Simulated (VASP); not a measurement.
Method: PBE GGA, VASP's PBE PAW potentials (set 64) (plane waves; VASP 6.6.1).

Input for VASP

**INCAR**
```
ENCUT  =  400   ! plane-wave cut-off (eV)
ISYM  =  -1
LCHARG  =  .FALSE.
ISIF  =  2   ! forces and stress, cell fixed
PREC  =  Accurate
NELM  =  100   ! most electronic steps
LWAVE  =  .FALSE.
SIGMA  =  0.1   ! width (eV)
EDIFF  =  1E-6
LREAL  =  .FALSE.   ! projection in real space or not
ISMEAR  =  1   ! Methfessel-Paxton
LMAXMIX  =  4   ! l cut-off of mixed one-centre charges
SYSTEM  =  CuZn
LASPH  =  .TRUE.   ! aspherical one-centre terms
GGA  =  PE   ! PBE
ALGO  =  Normal
```

POSCAR:
```
CuZn
1
    2.9500000000     0.0000000000     0.0000000000
    0.0000000000     2.9500000000     0.0000000000
    0.0000000000     0.0000000000     2.9500000000
Zn Cu
1 1
Direct
  0.5000000000   0.5000000000   0.5000000000
  0.0000000000   0.0000000000   0.0000000000
```

**KPOINTS**
```
Automatic mesh
0
Gamma
11 11 11
0 0 0
```

POTCAR, in this order: Zn Cu (PBE.64 set). Program: vasp_std.

Q: What does the run give for the energy per atom (σ→0), pressure, band gap (on the k-mesh)?

A: 
- energy per atom (σ→0) = -2.507 eV/atom
- band gap (on the k-mesh) = none (metal, semimetal or under 0.01 eV)
- pressure = 1.38 GPa

File OSZICAR:
```
...
DAV:   7    -0.502054487190E+01    0.91060E+00   -0.37848E+00 42055   0.102E+02    0.222E+00
DAV:   8    -0.502389181544E+01   -0.33469E-02   -0.18581E-01 54144   0.599E+00    0.125E+00
DAV:   9    -0.501446610243E+01    0.94257E-02   -0.20801E-02 48987   0.375E+00    0.504E-02
DAV:  10    -0.501447721162E+01   -0.11109E-04   -0.47257E-04 48733   0.311E-01    0.262E-02
DAV:  11    -0.501448096285E+01   -0.37512E-05   -0.13660E-05 57900   0.769E-02    0.134E-02
DAV:  12    -0.501447960314E+01    0.13597E-05   -0.11477E-06 26915   0.400E-02    0.227E-03
DAV:  13    -0.501447964181E+01   -0.38676E-07   -0.49724E-07 24963   0.202E-02
   1 F= -.50144796E+01 E0= -.50145725E+01  d E =0.278665E-03
```

The compound is CuZn in the CsCl type structure. The cell was not relaxed at this level. The run is one of a series of settings (ISYM = -1 against the base run), some of them coarse on purpose. The electron count is odd and the run is not spin-polarised, which forces a metal.
